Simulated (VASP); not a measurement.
# TaSi2: formation energy of a vacancy on the Si site, part 2 of 4

Aim: the formation energy and local structure of a vacancy on the Si site in TaSi2. The start is a cell from a database of measured crystal structures.

VASP 6.6.1, plane waves and PAW; the level of theory is named at each step.

So far. Step 2 (The host at zero pressure): The run ended after 9 ionic steps, 0.193 eV below its first step, once forces and stress met EDIFFG = -0.03.

The database entry behind the starting cell has ideal inner coordinates that were not refined, so it need not match the best structure at ambient conditions.

**3. The supercell without the defect**

Level of this step: LDA; plane waves and PAW (Ta, Si) (VASP).

System of this step: TaSi2. It takes space group P6_222 (No. 180, hexagonal). The conventional cell has a = 4.732 Å, b = 4.732 Å, c = 6.531 Å, α = 90.00°, β = 90.00°, γ = 120.00°. Ta has 10 Si at 2.59 to 2.79 Å nearest. Nearest to Ta lie 10 Si at 2.59 to 2.79 Å. Si has 5 Si at 2.54 to 2.80 Å and 5 Ta at 2.59 to 2.79 Å nearest. Si has 5 Si at 2.54 to 2.80 Å and 5 Ta at 2.59 to 2.79 Å nearest. Farther neighbours are not listed.

The same cell, mesh and cutoff without the defect give the energy to subtract and, in a gapped host, the band edges to count from, so that most errors cancel.

INCAR

```
SYSTEM = TaSi2
PREC = Normal
ENCUT = 300
EDIFF = 1E-05
NELM = 120
ISMEAR = 1
SIGMA = 0.2
LREAL = Auto
ALGO = Fast
GGA = CA
NBANDS = 104
LASPH = .TRUE.
LORBIT = 11
LWAVE = .FALSE.
LCHARG = .FALSE.
KPAR = 4
```

POSCAR

```
TaSi2
1.0
   -7.0986859915      4.0984282681      6.5310450511
    7.0986859915     -4.0984282681      6.5310450511
    2.3662286639      4.0984282681     -6.5310450511
Ta Si
12 24
Direct
    0.3333333333      0.0833333333      0.2500000000
    0.8333333333      0.5833333333      0.2500000000
    0.8333333333      0.0833333334      0.7500000000
    0.3333333333      0.5833333333      0.7500000000
    0.6666666666      0.6666666666      0.5000000000
    0.1666666666      0.1666666666      0.5000000000
    0.1666666666      0.6666666666      0.0000000000
    0.6666666667      0.1666666667      0.0000000000
    0.2500000000      0.5000000000      0.2500000000
    0.7500000000      0.0000000000      0.2500000000
    0.7500000000      0.5000000000      0.7500000000
    0.2500000000      0.0000000000      0.7500000000
    0.1628659216      0.2423985097      0.2385977645
    0.6628659215      0.7423985097      0.2385977645
    0.6628659215      0.2423985097      0.7385977645
    0.1628659215      0.7423985097      0.7385977645
    0.8371340784      0.4961992548      0.5000000000
    0.3371340785      0.9961992548      0.5000000000
    0.3371340784      0.4961992548      0.0000000000
    0.8371340784      0.9961992548      0.0000000000
    0.5909348237      0.6704674118      0.7614022354
    0.0909348236      0.1704674118      0.7614022354
    0.0909348237      0.6704674118      0.2614022354
    0.5909348236      0.1704674118      0.2614022354
    0.5038007451      0.4242681570      0.7614022354
    0.0038007452      0.9242681570      0.7614022354
    0.0038007452      0.4242681570      0.2614022354
    0.5038007451      0.9242681570      0.2614022354
    0.4961992548      0.8371340784      0.5000000000
    0.9961992548      0.3371340784      0.5000000000
    0.9961992548      0.8371340784      0.0000000000
    0.4961992548      0.3371340784      0.0000000000
    0.4090651764      0.3295325882      0.2385977645
    0.9090651763      0.8295325882      0.2385977645
    0.9090651763      0.3295325882      0.7385977645
    0.4090651763      0.8295325882      0.7385977645
```

KPOINTS

```
Automatic mesh
0
Gamma
5 5 5
0 0 0
```

PAW data sets: Ta and Si (LDA family, release 64).

The run is started by

```bash
$ mpirun -np 4 vasp_std
```

The log of the run:

```text
[banner, memory and clock lines left out]
running    4 mpi-ranks, on    1 nodes
 distrk:  each k-point on    1 cores,    4 groups
 distr:  one band on    1 cores,    1 groups

 POSCAR found type information on POSCAR TaSi
 POSCAR found :  2 types and      36 ions
 LDA part: xc-table for (Slater(with rela. corr.)+CA(PZ))
 , standard interpolation
 POSCAR, INCAR and KPOINTS ok, starting setup
 FFT: planning ... GRIDC
 FFT: planning ... GRID_SOFT
 FFT: planning ... GRID
 WAVECAR not read
 entering main loop
       N       E                     dE             d eps       ncg     rms          rms(c)
DAV:   1     0.182943444726E+03    0.18294E+03   -0.45292E+04  5616   0.831E+02
DAV:   2    -0.297156250153E+03   -0.48010E+03   -0.45672E+03  6904   0.162E+02
DAV:   3    -0.326350586415E+03   -0.29194E+02   -0.28159E+02  7096   0.357E+01
DAV:   4    -0.327215114717E+03   -0.86453E+00   -0.85525E+00  7024   0.667E+00
DAV:   5    -0.327240811153E+03   -0.25696E-01   -0.25617E-01  7048   0.108E+00    0.691E+01
RMM:   6    -0.319103273473E+03    0.81375E+01   -0.18392E+01  6158   0.792E+00    0.344E+01
RMM:   7    -0.318345967913E+03    0.75731E+00   -0.16325E+01  6430   0.706E+00    0.297E+00
RMM:   8    -0.317861081400E+03    0.48489E+00   -0.24182E+00  5918   0.348E+00    0.352E+00
RMM:   9    -0.317852398143E+03    0.86833E-02   -0.19485E-01  6569   0.121E+00    0.102E+00
RMM:  10    -0.317871497388E+03   -0.19099E-01   -0.13090E-01  7211   0.586E-01    0.527E-01
RMM:  11    -0.317856167856E+03    0.15330E-01   -0.64527E-02  6452   0.477E-01    0.296E-01
RMM:  12    -0.317857255350E+03   -0.10875E-02   -0.11883E-02  6921   0.214E-01    0.151E-01
RMM:  13    -0.317857492344E+03   -0.23699E-03   -0.24059E-03  7386   0.934E-02    0.184E-01
RMM:  14    -0.317857993409E+03   -0.50106E-03   -0.15570E-03  6840   0.667E-02    0.273E-01
RMM:  15    -0.317857457819E+03    0.53559E-03   -0.81219E-04  6507   0.604E-02    0.157E-01
RMM:  16    -0.317859377804E+03   -0.19200E-02   -0.17538E-02 10055   0.206E-01    0.343E-01
RMM:  17    -0.317858364593E+03    0.10132E-02   -0.70755E-04  6511   0.539E-02    0.262E-01
RMM:  18    -0.317857424545E+03    0.94005E-03   -0.43217E-03  8666   0.101E-01    0.634E-02
RMM:  19    -0.317857401482E+03    0.23063E-04   -0.27930E-04  7685   0.296E-02    0.278E-02
RMM:  20    -0.317857401968E+03   -0.48515E-06   -0.26582E-05  4932   0.101E-02
   1 F= -.31785740E+03 E0= -.31785519E+03  d E =-.662413E-02
```

The job ended after 6.8 min (4 MPI ranks of AMD EPYC 7R43, shared host; peak memory 1.8 GiB; 27 min of CPU time).

Parts of OUTCAR (step 3):

```text
  LATTYP: Found a face centered orthorhombic cell.
 ALAT       =     9.4649146554
 B/A-ratio  =     1.3800536590
 C/A-ratio  =     1.7320508076

 Subroutine GETGRP returns: Found  4 space group operations
 (whereof  2 operations were pure point group operations)

The static configuration has the point symmetry C_2 .
 The point group associated with its full space group is D_2 .

 Found     27 irreducible k-points:

   k-points           NKPTS =     27   k-points in BZ     NKDIM =     27   number of bands    NBANDS=    104

   dimension x,y,z NGX =    48 NGY =   48 NGZ =   36
   dimension x,y,z NGXF=    96 NGYF=   96 NGZF=   72

   ENCUT  =  300.0 eV  22.05 Ry    4.70 a.u.  14.80 14.80 11.39*2*pi/ulx,y,z

   NELECT =     156.0000    total number of electrons

 E-fermi :   9.7630

 k-point     1 :       0.0000    0.0000    0.0000
  band No.  band energies     occupation
    ...
     76       9.0514      2.00001
     77       9.5316      2.06937
     78       9.5316      2.06937
     79       9.6328      1.88310
     80       9.7441      1.15914
     81      10.4781     -0.00001
     82      10.6402     -0.00000
     83      11.0025     -0.00000
     84      11.3634     -0.00000
     85      11.3634     -0.00000
    ...

 k-point     2 :       0.2000   -0.0000    0.0000
  band No.  band energies     occupation
    ...
     76       9.1217      2.00006
     77       9.5231      2.07071
     78       9.5700      2.04217
     79       9.6187      1.93436
     80       9.7732      0.91374
     81      10.4429     -0.00002
     82      10.6496     -0.00000
     83      10.8492     -0.00000
     84      11.1082     -0.00000
     85      11.1819     -0.00000
    ...

  Total        0.8833719      0.8208788     -1.8824244     -0.0541206      0.0000000      0.0000000
  in kB        2.7932347      2.5956307     -5.9522533     -0.1711301      0.0000000      0.0000000
  external PRESSURE =      -0.1877960 kB  Pullay stress =       0.0000000 kB

  energy-cutoff  :      300.00
  volume of cell :      506.70
      direct lattice vectors                 reciprocal lattice vectors
    -7.098685992  4.098428268  6.531045051     0.000000000  0.121997987  0.076557426
     7.098685992 -4.098428268  6.531045051     0.105653356  0.060998994  0.076557426
     2.366228664  4.098428268 -6.531045051     0.105653356  0.182996981  0.000000000

 POSITION                                       TOTAL-FORCE (eV/Angst)
 -----------------------------------------------------------------------------------
     -1.18311      2.04921      1.08851         0.000000     -0.000000      0.001490
     -1.18311      2.04921      7.61955         0.000000     -0.000000      0.001490
     -3.54934      6.14764      1.08851         0.000000     -0.000000      0.001490
      3.54934      2.04921      1.08851         0.000000     -0.000000      0.001490
      1.18311      2.04921      5.44254         0.000000     -0.000000     -0.000000
      1.18311      2.04921     -1.08851         0.000000     -0.000000     -0.000000
      3.54934     -2.04921      5.44254         0.000000     -0.000000     -0.000000
     -3.54934      2.04921      5.44254         0.000000     -0.000000     -0.000000
      2.36623      0.00000      3.26552         0.000000     -0.000000     -0.001490
     -4.73246      4.09843      3.26552         0.000000     -0.000000     -0.001490
      0.00000      4.09843      3.26552         0.000000     -0.000000     -0.001490
      0.00000      4.09843     -3.26552         0.000000     -0.000000     -0.001490
      1.12915      0.65192      1.08851         0.027962      0.016991      0.000308
      1.12915      0.65192      7.61955         0.027962      0.016991      0.000308
     -1.23707      4.75035      1.08851         0.027962      0.016991      0.000308
      5.86161      0.65192      1.08851         0.027962      0.016991      0.000308
     -1.23707      3.44651      5.44254         0.026706     -0.015419     -0.000000
      5.86161     -0.65192      5.44254         0.026706     -0.015419     -0.000000
      1.12915     -0.65192      5.44254         0.026706     -0.015419     -0.000000
      1.12915     -0.65192     11.97358         0.026706     -0.015419     -0.000000
      2.36623      2.79459      3.26552        -0.000734     -0.032711     -0.000308
      2.36623      2.79459     -3.26552        -0.000734     -0.032711     -0.000308
      4.73246     -1.30383      3.26552        -0.000734     -0.032711     -0.000308
     -2.36623      2.79459      3.26552        -0.000734     -0.032711     -0.000308
      1.23707      3.44651      1.08851        -0.027962     -0.016991      0.000308
      8.33576     -0.65192      1.08851        -0.027962     -0.016991      0.000308
      3.60330     -0.65192      1.08851        -0.027962     -0.016991      0.000308
      3.60330     -0.65192      7.61955        -0.027962     -0.016991      0.000308
      3.60330      0.65192      5.44254        -0.026706      0.015419     -0.000000
     -3.49538      4.75035      5.44254        -0.026706      0.015419     -0.000000
     -1.12915      0.65192     11.97358        -0.026706      0.015419     -0.000000
     -1.12915      0.65192      5.44254        -0.026706      0.015419     -0.000000
     -0.00000      1.30383      3.26552         0.000734      0.032711     -0.000308
      0.00000      1.30383      9.79657         0.000734      0.032711     -0.000308
     -2.36623      5.40226      3.26552         0.000734      0.032711     -0.000308
      4.73246      1.30383      3.26552         0.000734      0.032711     -0.000308
 -----------------------------------------------------------------------------------
    total drift:                               -0.000010      0.000006     -0.000000

  FREE ENERGIE OF THE ION-ELECTRON SYSTEM (eV)
  ---------------------------------------------------
  free  energy   TOTEN  =      -317.8574019675 eV

  energy  without entropy=     -317.8507778356  energy(sigma->0) =     -317.85519392

 total charge
# of ion       s       p       d       tot
------------------------------------------
    1        0.554   0.809   3.770   5.134
    2        0.554   0.809   3.770   5.134
    3        0.554   0.809   3.770   5.134
    4        0.554   0.809   3.770   5.134
    5        0.554   0.809   3.771   5.134
    6        0.554   0.809   3.771   5.134
    7        0.554   0.809   3.771   5.134
    8        0.554   0.809   3.771   5.134
    9        0.554   0.809   3.770   5.134
   10        0.554   0.809   3.770   5.134
   11        0.554   0.809   3.770   5.134
   12        0.554   0.809   3.770   5.134
   13        0.762   0.913   0.000   1.675
   14        0.762   0.913   0.000   1.675
   15        0.762   0.913   0.000   1.675
   16        0.762   0.913   0.000   1.675
   17        0.762   0.913   0.000   1.674
   18        0.762   0.913   0.000   1.674
   19        0.762   0.913   0.000   1.674
   20        0.762   0.913   0.000   1.674
   21        0.762   0.913   0.000   1.675
   22        0.762   0.913   0.000   1.675
   23        0.762   0.913   0.000   1.675
   24        0.762   0.913   0.000   1.675
   25        0.762   0.913   0.000   1.675
   26        0.762   0.913   0.000   1.675
   27        0.762   0.913   0.000   1.675
   28        0.762   0.913   0.000   1.675
   29        0.762   0.913   0.000   1.674
   30        0.762   0.913   0.000   1.674
   31        0.762   0.913   0.000   1.674
   32        0.762   0.913   0.000   1.674
   33        0.762   0.913   0.000   1.675
   34        0.762   0.913   0.000   1.675
   35        0.762   0.913   0.000   1.675
   36        0.762   0.913   0.000   1.675
--------------------------------------------------
tot         24.931  31.618  45.244 101.792

[... 7 further parts left out ...]
```

This step gave:

```
electronic cycles       : 20
electrons               : 156
free energy (TOTEN)     : -317.8574 eV
energy at zero smearing : -317.8552 eV
Fermi energy            : 9.763 eV
```

The host is treated as a metal, as its relaxation found a gap under 0.3 eV or none, and only the neutral defect is run.

(Part 2 of 4 ends here.)

[Lines on the potential files, build, host, timing and source positions are cut from VASP's logs without a mark.]

[Logs are printed without paths, hosts, clocks, repeated set-up lines and the standing remarks that a program may print on its own settings, such as how far it seeks lower states.]

[Hosts, paths, dates, database ids (printed as entryN), source tags and the programs' standing remarks are cut or masked in the printed files.]

[In band tables of VASP the shares of atoms and orbitals are scaled to a sum of 1 inside the atoms' spheres.]

[Runs that stopped without an error message from VASP are left out.]
